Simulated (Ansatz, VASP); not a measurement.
# CoO: VASP beside Ansatz, part 2 of 2

Wanted: the spread between two codes on one cell, functional and k mesh. The cell is taken from a series of runs on this material, whose earlier steps may have relaxed, scaled, displaced or heated it; both programs get it as it stands.

VASP 6.6.1 and Ansatz 0.2.0.

So far: The structure; Ansatz: single point, PBEsol, DFT+U.

## 3. VASP: single point, PBEsol, DFT+U

Level of this step: PBEsol, DFT+U (Co d 7 eV), spin-polarised from a ferrimagnetic start; plane waves and PAW (Co, O) (VASP).

The same cell, functional, mesh and smearing now go to VASP, with its own data sets.

Lines of VASP's logs that name or quote its potential files are left out, and so is its time.

The input, INCAR:

```
SYSTEM = CoO
PREC = Accurate
ENCUT = 520
EDIFF = 1E-06
NELM = 200
ISMEAR = -1
SIGMA = 0.05
LREAL = .FALSE.
ALGO = Normal
GGA = PS
NBANDS = 33
ISPIN = 2
MAGMOM = 2.65 2.65 -2.64 0.1 -0.04 0.1
LDAU = .TRUE.
LDAUTYPE = 2
LDAUL = 2 -1
LDAUU = 7 0
LDAUJ = 0 0
LDAUPRINT = 1
LASPH = .TRUE.
LMAXMIX = 4
LORBIT = 11
LWAVE = .FALSE.
LCHARG = .FALSE.
ISIF = 2
GGA_COMPAT = .FALSE.
KPAR = 2
```

The input, POSCAR:

```
CoO
1.0
    0.0000000000      2.1315000000      2.1315000000
    0.0000000000      2.1315000000     -2.1315000000
   -6.3945000000     -2.1315000000      0.0000000000
Co O
3 3
Direct
    0.0000000000      0.0000000000      0.0000000000
    0.3333333333      0.3333333333      0.6666666667
    0.6666666667      0.6666666667      0.3333333333
    0.8333333333      0.8333333333      0.6666666667
    0.1666666667      0.1666666667      0.3333333333
    0.5000000000      0.5000000000      0.0000000000
```

The input, KPOINTS:

```
Automatic mesh
0
Gamma
8 8 8
0 0 0
```

Potentials, in the order of the species: Co and O (PBE family, release 64).

Launch:

```
> mpirun -np 2 vasp_std
```

Numbers of over 12 decimals in the logs are rounded to 6 here.

Log:

```text
[banner, memory and clock lines left out]
running    2 mpi-ranks, on    1 nodes
 distrk:  each k-point on    1 cores,    2 groups
 distr:  one band on    1 cores,    1 groups

 POSCAR found type information on POSCAR CoO
 POSCAR found :  2 types and       6 ions
|                                                                             |
|               ----> ADVICE to this user running VASP <----                  |
|                                                                             |
|     You enforced a specific xc type in the INCAR file but a different       |
|     [... a line on the potential file left out ...]
|     I HOPE YOU KNOW WHAT YOU ARE DOING!                                     |
|                                                                             |

 LDA part: xc-table for (Slater+PW92), standard interpolation
 POSCAR, INCAR and KPOINTS ok, starting setup
 FFT: planning ... GRIDC
 FFT: planning ... GRID_SOFT
 FFT: planning ... GRID
 WAVECAR not read
 entering main loop
       N       E                     dE             d eps       ncg     rms          rms(c)
DAV:   1     0.434178543594E+03    0.43418E+03   -0.20543E+04  7812   0.168E+03
DAV:   2     0.256967202558E+02   -0.40848E+03   -0.37320E+03  7950   0.389E+02
DAV:   3    -0.322117151950E+02   -0.57908E+02   -0.55502E+02  9080   0.166E+02
DAV:   4    -0.341632291481E+02   -0.19515E+01   -0.19375E+01  9098   0.325E+01
DAV:   5    -0.342114747366E+02   -0.48246E-01   -0.48215E-01 10630   0.477E+00    0.285E+01
DAV:   6    -0.319685339488E+02    0.22429E+01   -0.53672E+01 11375   0.118E+02    0.404E+01
DAV:   7    -0.318346698126E+02    0.13386E+00   -0.28106E+01 10436   0.806E+01    0.257E+01
DAV:   8    -0.322140686772E+02   -0.37940E+00   -0.49310E+00  9745   0.365E+01    0.143E+01
DAV:   9    -0.349856939814E+02   -0.27716E+01   -0.77317E+00 12853   0.261E+01    0.874E+00
DAV:  10    -0.356353239862E+02   -0.64963E+00   -0.95489E-01 11027   0.156E+01    0.323E+00
DAV:  11    -0.360107121624E+02   -0.37539E+00   -0.46488E-01 10280   0.158E+01    0.170E+00
DAV:  12    -0.361685102927E+02   -0.15780E+00   -0.13292E-01 10559   0.608E+00    0.876E-01
DAV:  13    -0.361818610499E+02   -0.13351E-01   -0.31147E-02  9936   0.228E+00    0.551E-01
DAV:  14    -0.361900725114E+02   -0.82115E-02   -0.44358E-03 11534   0.108E+00    0.380E-01
DAV:  15    -0.361963344877E+02   -0.62620E-02   -0.43440E-03 11812   0.139E+00    0.170E-01
DAV:  16    -0.361971888883E+02   -0.85440E-03   -0.30283E-03 11224   0.894E-01    0.602E-02
DAV:  17    -0.361972856186E+02   -0.96730E-04   -0.97504E-04  9109   0.243E-01    0.516E-02
DAV:  18    -0.361972992610E+02   -0.13642E-04   -0.36710E-05 10013   0.757E-02    0.430E-02
DAV:  19    -0.361973005146E+02   -0.12535E-05   -0.10283E-05  9150   0.314E-02    0.219E-02
DAV:  20    -0.361973019858E+02   -0.14712E-05   -0.17849E-06  7364   0.314E-02    0.923E-03
DAV:  21    -0.361973020998E+02   -0.11399E-06   -0.13047E-06  7003   0.231E-02
   1 F= -.36197302E+02 E0= -.36197302E+02  d E =-.822511E-10  mag=     3.0003
```

OUTCAR, selected parts (step 3):

```text
ion  position               nearest neighbor table
   1  0.000  0.000  0.000-   4 2.13   5 2.13   6 2.13   6 2.13   6 2.13   6 2.13   2 3.01   3 3.01
                             3 3.01   2 3.01   3 3.01   2 3.01   2 3.01   3 3.01
   2  0.333  0.333  0.667-   6 2.13   4 2.13   4 2.13   4 2.13   4 2.13   5 2.13   1 3.01   1 3.01
                             1 3.01   3 3.01   1 3.01   3 3.01   3 3.01   3 3.01
   3  0.667  0.667  0.333-   6 2.13   5 2.13   5 2.13   5 2.13   5 2.13   4 2.13   1 3.01   1 3.01
                             1 3.01   1 3.01   2 3.01   2 3.01   2 3.01   2 3.01
   4  0.833  0.833  0.667-   1 2.13   2 2.13   2 2.13   2 2.13   2 2.13   3 2.13
   5  0.167  0.167  0.333-   1 2.13   3 2.13   3 2.13   3 2.13   3 2.13   2 2.13
   6  0.500  0.500  0.000-   2 2.13   3 2.13   1 2.13   1 2.13   1 2.13   1 2.13

  LATTYP: Found a body centered tetragonal cell.
 ALAT       =     3.0143962082
 C/A-ratio  =     4.2426406871

 Subroutine GETGRP returns: Found 16 space group operations
 (whereof 16 operations were pure point group operations)

The static configuration has the point symmetry D_4h.

 Found     59 irreducible k-points:

   k-points           NKPTS =     59   k-points in BZ     NKDIM =     59   number of bands    NBANDS=     33

   dimension x,y,z NGX =    24 NGY =   24 NGZ =   50
   dimension x,y,z NGXF=    48 NGYF=   48 NGZF=  100

   ENCUT  =  520.0 eV  38.22 Ry    6.18 a.u.   5.60  5.60 12.53*2*pi/ulx,y,z

   NELECT =      45.0000    total number of electrons

 k-points in reciprocal lattice and weights: Automatic mesh
   0.00000000  0.00000000  0.00000000       0.002
   0.12500000  0.00000000  0.00000000       0.016
   0.25000000  0.00000000  0.00000000       0.016
   0.37500000  0.00000000  0.00000000       0.016
   0.50000000  0.00000000  0.00000000       0.008
   0.12500000  0.12500000  0.00000000       0.016
   0.25000000  0.12500000  0.00000000       0.031
   0.37500000  0.12500000  0.00000000       0.031
   0.50000000  0.12500000  0.00000000       0.031
[...]
0.12500000  0.12500000  0.37500000       0.008
   0.00000000  0.00000000  0.50000000       0.002

atom =   1  type =  1  l = 2

 onsite density matrix

spin component  1

  0.9796 -0.0000 -0.0000  0.0000 -0.0000
 -0.0000  0.9816  0.0000  0.0000 -0.0000
 -0.0000  0.0000  1.0317 -0.0000  0.0012
  0.0000  0.0000 -0.0000  0.9796 -0.0000
 -0.0000 -0.0000  0.0012 -0.0000  1.0303

spin component  2

  0.9753 -0.0000  0.0000 -0.0000  0.0000
 -0.0000  0.0267 -0.0000  0.0000  0.0000
  0.0000 -0.0000  0.1093  0.0000  0.0094
 -0.0000  0.0000  0.0000  0.9753  0.0000
[...]
o =  0.0952  v =  0.0000 -0.0000 -0.5000  0.0000  0.8660  0.0000  0.0000  0.0000  0.0000  0.0000      0.0000  0.0000  0.0000  0.0000  0.0000  0.0000  0.0000  0.0000  0.0000  0.0000
  o =  0.1139  v =  0.0000 -0.0000 -0.8660  0.0000 -0.5000  0.0000  0.0000  0.0000  0.0000  0.0000      0.0000  0.0000  0.0000  0.0000  0.0000  0.0000  0.0000  0.0000  0.0000  0.0000
  o =  0.9750  v =  1.0000  0.0000  0.0000  0.0000  0.0000  0.0000  0.0000  0.0000  0.0000  0.0000      0.0000  0.0000  0.0000  0.0000  0.0000  0.0000  0.0000  0.0000  0.0000  0.0000
  o =  0.9750  v =  0.0000  0.0000  0.0000  1.0000 -0.0000  0.0000  0.0000  0.0000  0.0000  0.0000      0.0000  0.0000  0.0000  0.0000  0.0000  0.0000  0.0000  0.0000  0.0000  0.0000
  o =  0.9800  v =  0.0000  0.0000  0.0000  0.0000  0.0000  0.0000 -0.0000  0.0000 -1.0000 -0.0000      0.0000  0.0000  0.0000  0.0000  0.0000  0.0000  0.0000  0.0000  0.0000  0.0000
  o =  0.9800  v =  0.0000  0.0000  0.0000  0.0000  0.0000  1.0000  0.0000  0.0000  0.0000  0.0000      0.0000  0.0000  0.0000  0.0000  0.0000  0.0000  0.0000  0.0000  0.0000  0.0000
  o =  0.9815  v =  0.0000  0.0000  0.0000  0.0000  0.0000  0.0000  1.0000 -0.0000 -0.0000  0.0000      0.0000  0.0000  0.0000  0.0000  0.0000  0.0000  0.0000  0.0000  0.0000  0.0000
  o =  1.0285  v =  0.0000  0.0000  0.0000  0.0000  0.0000  0.0000  0.0000  0.5000  0.0000 -0.8660      0.0000  0.0000  0.0000  0.0000  0.0000  0.0000  0.0000  0.0000  0.0000  0.0000
  o =  1.0324  v =  0.0000  0.0000  0.0000  0.0000  0.0000  0.0000  0.0000  0.8660  0.0000  0.5000      0.0000  0.0000  0.0000  0.0000  0.0000  0.0000  0.0000  0.0000  0.0000  0.0000

 average (electrostatic) potential at core
       1 -81.2454       2 -81.2454       3 -81.2423       4 -67.5433       5 -67.5314
       6 -67.5433

 E-fermi :   7.5603

 spin component 1
 k-point     1 :       0.0000    0.0000    0.0000
  band No.  band energies     occupation
    ...
     20       4.9156      1.00000
     21       4.9160      1.00000
     22       5.1615      1.00000
     23       5.1615      1.00000
     24       5.3263      1.00000
     25       8.9150      0.00000
     26       8.9151      0.00000
     27       9.9052      0.00000
     28      11.3378      0.00000
     29      13.3676      0.00000
    ...

 k-point     2 :       0.1250    0.0000    0.0000
  band No.  band energies     occupation
    ...
     20       4.6134      1.00000
     21       4.9772      1.00000
     22       5.0771      1.00000
     23       5.2513      1.00000
     24       5.3895      1.00000
     25       9.2021      0.00000
     26       9.7056      0.00000
     27      10.1913      0.00000
     28      11.5666      0.00000
     29      13.6218      0.00000
    ...

 k-point     3 :       0.2500    0.0000    0.0000
  band No.  band energies     occupation
    ...
     20       4.6117      1.00000
     21       5.3588      1.00000
     22       5.5005      1.00000
     23       5.6275      1.00000
     24       5.7392      1.00000
     25       9.8201      0.00000
     26      10.8750      0.00000
     27      11.0821      0.00000
     28      12.0689      0.00000
     29      13.7750      0.00000
    ...

 k-point     4 :       0.3750    0.0000    0.0000
  band No.  band energies     occupation
    ...
     20       4.8612      1.00000
     21       5.4133      1.00000
     22       6.0349      1.00000
     23       6.1422      1.00000
     24       6.2447      1.00000
     25      10.4645      0.00000
     26      11.5773      0.00000
     27      11.9325      0.00000
     28      12.9461      0.00000
     29      13.2351      0.00000
    ...

 k-point     5 :       0.5000    0.0000    0.0000
  band No.  band energies     occupation
    ...
     20       5.0805      1.00000
     21       5.3352      1.00000
     22       6.2804      1.00000
     23       6.3786      1.00000
     24       6.4404      1.00000
     25      10.7815      0.00000
     26      11.8823      0.00000
     27      12.1759      0.00000
     28      12.7852      0.00000
     29      13.9580      0.00000
    ...

 k-point     6 :       0.1250    0.1250    0.0000
  band No.  band energies     occupation
    ...
     20       4.6697      1.00000
     21       4.8436      1.00000
     22       5.0052      1.00000
     23       5.4280      1.00000
     24       5.5790      1.00000
     25       9.4918      0.00000
     26      10.0358      0.00000
     27      10.6105      0.00000
     28      11.8345      0.00000
     29      13.7851      0.00000
    ...

  Total        0.4123277     -3.5506631     -3.5506631     -0.0000000      0.0000000      0.0000000
  in kB       11.3696156    -97.9067842    -97.9067842     -0.0000000      0.0000000      0.0000000
  external PRESSURE =     -61.4813176 kB  Pullay stress =       0.0000000 kB

  energy-cutoff  :      520.00
  volume of cell :       58.10
      direct lattice vectors                 reciprocal lattice vectors
     0.000000000  2.131500000  2.131500000    -0.078192196  0.234576589  0.234576589
     0.000000000  2.131500000 -2.131500000    -0.078192196  0.234576589 -0.234576589
    -6.394500000 -2.131500000  0.000000000    -0.156384393  0.000000000  0.000000000

 POSITION                                       TOTAL-FORCE (eV/Angst)
 -----------------------------------------------------------------------------------
      0.00000      0.00000      0.00000        -0.007215     -0.000000      0.000000
     -4.26300     -0.00000      0.00000         0.007215      0.000000      0.000000
     -2.13150      2.13150      0.00000         0.000000     -0.000000      0.000000
     -4.26300      2.13150      0.00000        -0.028261     -0.000000      0.000000
     -2.13150      0.00000      0.00000         0.000000      0.000000     -0.000000
      0.00000      2.13150      0.00000         0.028261      0.000000      0.000000
 -----------------------------------------------------------------------------------
    total drift:                               -0.000001      0.000000      0.000000

  FREE ENERGIE OF THE ION-ELECTRON SYSTEM (eV)
  ---------------------------------------------------
  free  energy   TOTEN  =       -36.1973020998 eV

  energy  without entropy=      -36.1973020997  energy(sigma->0) =      -36.19730210

 total charge
# of ion       s       p       d       tot
------------------------------------------
    1        0.310   0.378   7.161   7.848
    2        0.310   0.378   7.161   7.848
    3        0.310   0.378   7.161   7.848
    4        1.543   3.455   0.000   4.998
    5        1.542   3.456   0.000   4.999
    6        1.543   3.455   0.000   4.998
--------------------------------------------------
tot          5.558  11.499  21.482  38.539

 magnetization (x)
# of ion       s       p       d       tot
------------------------------------------
    1        0.020   0.017   2.813   2.849
    2        0.020   0.017   2.813   2.849
    3       -0.019  -0.016  -2.812  -2.847
    4        0.010   0.086   0.000   0.096
    5       -0.005  -0.057   0.000  -0.063
    6        0.010   0.086   0.000   0.096
--------------------------------------------------
tot          0.036   0.133   2.813   2.982

[... 6 further parts left out ...]
```

The run ends at a pressure of -6.15 GPa, with forces up to 0.028 eV/Å.

## 4. Comparison

Known differences besides the potentials themselves: VASP starts from the moments at which Ansatz ended; U acts on the PAW sphere in VASP and on atomic orbitals in Ansatz, so only states and trends compare; the data sets hold 69 valence electrons in Ansatz (on its default PAW (the set named soft_2) files) and 45 in VASP; the cutoff is 420 eV in Ansatz and 520 eV in VASP; Ansatz makes its cores anew for this functional, VASP keeps those of its PBE data sets; site moments are counted in spheres of each program's own size. Total energies have different zeros and are not compared.

The two programs side by side:

```tsv
quantity	Ansatz	VASP	difference
total moment (μB)	3.00	3.00	0.00
moment on Co1 (μB)	2.65	2.85	-0.20
moment on Co2 (μB)	2.65	2.85	-0.20
moment on Co3 (μB)	-2.64	-2.85	+0.20
moment on O4 (μB)	0.10	0.10	+0.01
moment on O6 (μB)	0.10	0.10	+0.01
moment on O5 (μB)	-0.04	-0.06	+0.02
```

## 5. Results

| Quantity | Value |
| --- | --- |
| difference in total moment (single point, PBEsol, DFT+U) | -3.0e-4 μB |

The difference in total moment is -3.0e-4 μB (single point, PBEsol, DFT+U). The data sets hold unlike numbers of valence electrons (69 in Ansatz and 45 in VASP), so part of the differences comes from the potentials. How closely two codes agree says nothing of how well the functional describes the real material.

[Lines on the potential files, build, host, timing and source positions are cut from VASP's logs without a mark.]

[Logs are printed without paths, hosts, clocks, repeated set-up lines and the standing remarks that a program may print on its own settings, such as how far it seeks lower states.]

[Hosts, paths, dates, database ids (printed as entryN), source tags and the programs' standing remarks are cut or masked in the printed files.]
